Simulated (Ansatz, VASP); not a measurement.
**Ca3Lu: VASP beside Ansatz**

File INCAR:

```
  PREC = Accurate
  ENCUT = 520
  EDIFF = 1E-7
  ISMEAR = -1
  SIGMA = 0.05
  LREAL = F
  LASPH = T
  NELM = 60
  ALGO = Normal
  ISIF = 2
  LWAVE = F
  LCHARG = T
  GGA = PE
  LELF = T
  LVHAR = T
  NBANDS = 36
```

KPOINTS

```
regular mesh
0
Gamma
  5 5 5
```

POSCAR

```
Ca3Lu
1.0
    5.3617750000      0.0000000000      0.0000000000
    0.0000000000      5.3617750000      0.0000000000
    0.0000000000      0.0000000000      5.3617750000
Lu Ca
1 3
Direct
    0.5000000000      0.5000000000      0.5000000000
    0.0000000000      0.0000000000      0.5000000000
    0.0000000000      0.5000000000      0.0000000000
    0.5000000000      0.0000000000      0.0000000000
```

The input input.yaml:

```yaml
crystal:
  lattice:
    - [5.361775, 0.0, 0.0]
    - [0.0, 5.361775, 0.0]
    - [0.0, 0.0, 5.361775]
  atoms:
    - { symbol: Lu, position: [0.5, 0.5, 0.5] }
    - { symbol: Ca, position: [0.0, 0.0, 0.5] }
    - { symbol: Ca, position: [0.0, 0.5, 0.0] }
    - { symbol: Ca, position: [0.5, 0.0, 0.0] }
hamiltonian:
  xc: pbe
  pseudopotentials: { kind: paw }
kpoints:
  mp_grid: { grid: [5, 5, 5] }
scf:
  occupations: { method: fermi_dirac, width: 0.05 }
output:
  forces: true
  stress: true
  eigenvalues: true
```

The cell comes from a database or a generator and needn't be the stable form of this composition.

Alike in both runs: task single point; functional PBE; k mesh 5 × 5 × 5; occupations fermi-dirac, width 0.05 eV; no spin polarisation.

```csv
,VASP,Ansatz
version,VASP 6.6.1,Ansatz 0.2.0
potentials or method,"VASP PAW PBE potentials, release 64 (Lu, Ca_sv)",Ansatz PAW
plane-wave cutoff (eV),520,420
valence electrons in the cell,55,55
```

|  | VASP | Ansatz | Ansatz less VASP |
| --- | --- | --- | --- |
| gap on the k mesh at the Fermi level (eV) | none | none | - |
| pressure (GPa) | 0.0 | 0.0 | -0.02 |

A gap of «none» marks a metal or a gap that the smearing closes.

Spin-orbit coupling is left out, which matters for the levels of Lu.
